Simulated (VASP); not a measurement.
Here is a VASP 6.6.1 calculation.

INCAR

```
PREC = Normal ; ENCUT = 520
EDIFF = 1E-4 ; ISMEAR = 0
SIGMA = 0.15 ; LREAL = False
LASPH = True ; NELM = 60
ALGO = Fast ; ISIF = 3
LWAVE = False ; LCHARG = False
GGA = PE ; IBRION = 2
NSW = 24 ; EDIFFG = -0.08
```

File KPOINTS:

```
Automatic mesh
0
Gamma
  3 3 3
```

POSCAR

```
La2TaO5
1.0
    5.4872445100      0.0000000000      0.0000000000
   -2.7436222600      4.7520931500      0.0000000000
    0.0000000000      0.0000000000      5.1169373700
La Ta O
2 1 5
Direct
    0.3333333300      0.6666666700      0.0000000000
    0.6666666700      0.3333333300      0.0000000000
    0.0000000000      0.0000000000      0.0000000000
    0.3333333300      0.6666666700      0.6265169900
    0.6666666700      0.3333333300      0.6265169900
    0.6666666700      0.3333333300      0.3734830100
    0.3333333300      0.6666666700      0.3734830100
    0.0000000000      0.0000000000      0.5000000000
```

Potentials or basis: VASP PAW PBE potentials, release 64 (La, Ta_pv, O).

Launch:

```console
$ cat potpaw_PBE.64/La/POTCAR potpaw_PBE.64/Ta_pv/POTCAR potpaw_PBE.64/O/POTCAR > POTCAR
$ mpirun -np 1 vasp_std > vasp.out
```

Problem. Predict the band gap on the k mesh.

Solution. None (metal or under the smearing width).

Problem. Estimate the relaxed volume.

Solution. 21.84 Å³/atom.

Problem. Predict the relaxed cell.

Solution. a = 6.114 Å, b = 6.114 Å, c = 5.397 Å, α = 90.00°, β = 90.00°, γ = 120.00°.

Forces on the atoms (eV/Å):
```
La   0.000  0.000  0.000
La   0.000  0.000  0.000
Ta   0.000  0.000  0.000
O    0.000  0.000  0.032
O    0.000  0.000  0.032
O    0.000  0.000 -0.032
O    0.000  0.000 -0.032
O    0.000  0.000  0.000
```

Caveat: the k mesh is coarse (spacing up to 0.44 Å⁻¹), so the values aren't converged; the volume moved by over 15 % at a fixed basis, so the end points are rough; an odd number of electrons without spin polarisation forces a metal; a magnetic or distorted state may lie lower; the relaxation stopped at a loose force limit of 0.08 eV/Å, so its end isn't a converged minimum. The run has no spin-orbit coupling, so splittings on La, Ta are missing.
